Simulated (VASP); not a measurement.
Input for VASP

**INCAR**
```
SYSTEM = EuGe2
PREC = Accurate
ENCUT = 400
EDIFF = 1E-6
NELM = 6
ALGO = Normal
LREAL = .FALSE.
LASPH = .TRUE.
ISMEAR = 1
SIGMA = 0.1
GGA = PE
LMAXMIX = 6
LWAVE = .FALSE.
LCHARG = .FALSE.
ISIF = 2
```

KPOINTS:
```
Automatic mesh
0
Gamma
6 6 6
0 0 0
```

POSCAR:
```
EuGe2
1
    0.0000000000     3.6453330000     3.6453330000
    3.6453330000     0.0000000000     3.6453330000
    3.6453330000     3.6453330000     0.0000000000
Eu Ge
1 2
Direct
  0.0000000000   0.0000000000   0.0000000000
  0.2500000000   0.2500000000   0.2500000000
  0.7500000000   0.7500000000   0.7500000000
```

POTCAR, in this order: Eu_2 Ge_d (PBE.64 set). Program: vasp_std.

The run wrote:

**standard output**
```
 POSCAR found type information on POSCAR EuGe
 POSCAR found :  2 types and       3 ions
 Reading from existing POTCAR
 Reading from existing POTCAR
 LDA part: xc-table for (Slater+PW92), standard interpolation
 POSCAR, INCAR and KPOINTS ok, starting setup
 WAVECAR not read
 entering main loop
       N       E                     dE             d eps       ncg     rms          rms(c)
DAV:   1     0.251184862196E+03    0.25118E+03   -0.15983E+04   704   0.271E+03
DAV:   2     0.247010273784E+02   -0.22648E+03   -0.22460E+03   906   0.610E+02
DAV:   3    -0.912347736554E+01   -0.33825E+02   -0.33633E+02   984   0.165E+02
DAV:   4    -0.106510060153E+02   -0.15275E+01   -0.15241E+01   880   0.387E+01
DAV:   5    -0.107338834756E+02   -0.82877E-01   -0.82863E-01  1068   0.972E+00    0.120E+01
DAV:   6    -0.107277741264E+02    0.61093E-02   -0.81800E-02   820   0.298E+00

 -----------------------------------------------------------------------------
|                                                                             |
|           W    W    AA    RRRRR   N    N  II  N    N   GGGG   !!!           |
|           W    W   A  A   R    R  NN   N  II  NN   N  G    G  !!!           |
|           W    W  A    A  R    R  N N  N  II  N N  N  G       !!!           |
|           W WW W  AAAAAA  RRRRR   N  N N  II  N  N N  G  GGG   !            |
|           WW  WW  A    A  R   R   N   NN  II  N   NN  G    G                |
|           W    W  A    A  R    R  N    N  II  N    N   GGGG   !!!           |
|                                                                             |
|     The electronic self-consistency was not achieved in the given           |
|     number of steps (NELM). The forces and other quantities evaluated       |
|     might not be reliable so examine the results carefully. If you find     |
|     spurious results, we suggest increasing NELM, if you were close to      |
|     convergence or switching to a different ALGO or adjusting the           |
|     density mixing parameters otherwise.                                    |
|                                                                             |
 -----------------------------------------------------------------------------

   1 F= -.10727774E+02 E0= -.10728572E+02  d E =0.239488E-02
```

### OUTCAR
```
------------------------ aborting loop EDIFF was not reached (unconverged)  ----------------------------
  FORCE on cell =-STRESS in cart. coord.  units (eV):
  Direction    XX          YY          ZZ          XY          YZ          ZX
  --------------------------------------------------------------------------------------
  Total       -1.7544198     -1.7544198     -1.7544198      0.0000000      0.0000000      0.0000000
  in kB      -29.0136583    -29.0136583    -29.0136583      0.0000000      0.0000000      0.0000000
  external PRESSURE =     -29.0136583 kB  Pullay stress =       0.0000000 kB
  volume of cell :       96.88
      direct lattice vectors                 reciprocal lattice vectors
     0.000000000  3.645333000  3.645333000    -0.137161680  0.137161680  0.137161680
     3.645333000  0.000000000  3.645333000     0.137161680 -0.137161680  0.137161680
     3.645333000  3.645333000  0.000000000     0.137161680  0.137161680 -0.137161680
 POSITION                                       TOTAL-FORCE (eV/Angst)
 -----------------------------------------------------------------------------------
      0.00000      0.00000      0.00000        -0.000000     -0.000000     -0.000000
      1.82267      1.82267      1.82267         0.000000      0.000000      0.000000
      5.46800      5.46800      5.46800        -0.000000     -0.000000     -0.000000
 -----------------------------------------------------------------------------------
    total drift:                                0.000000      0.000000      0.000000
  FREE ENERGIE OF THE ION-ELECTRON SYSTEM (eV)
  ---------------------------------------------------
  free  energy   TOTEN  =       -10.7277741264 eV

  energy  without entropy=      -10.7301690082  energy(sigma->0) =      -10.72857242
```
(Selected blocks of OUTCAR.)

Problem. Read input and log: which fault does this run have?
A. MAGMOM holds more values than there are atoms
B. EDIFFG is positive, so the stop tests the energy change and not the forces
C. NELM is too small, so the electronic loop ends before EDIFF is met
D. molecular dynamics (IBRION = 0) was asked for without POTIM

Solution. C, NELM is too small, so the electronic loop ends before EDIFF is met. Convergence was not reached. Against the sound run, the energy per atom (σ→0) rises by 0.002 eV/atom; the pressure rises by 2.49 GPa.

To mend it, set NELM = 100.

The mended run (PBE GGA, plane waves, VASP's PBE PAW potentials (set 64)) converges, and its OSZICAR ends with
```
   1 F= -.10735129E+02 E0= -.10736016E+02  d E =0.266089E-02
```

The structure was generated: EuGe2 was put into the fluorite type (Fm-3m), which need not be its known phase. The cell was not relaxed at this level. The 4f electrons are frozen in the core of the lanthanide potential, so 4f levels, which can set the real gap, and their magnetism are missing.
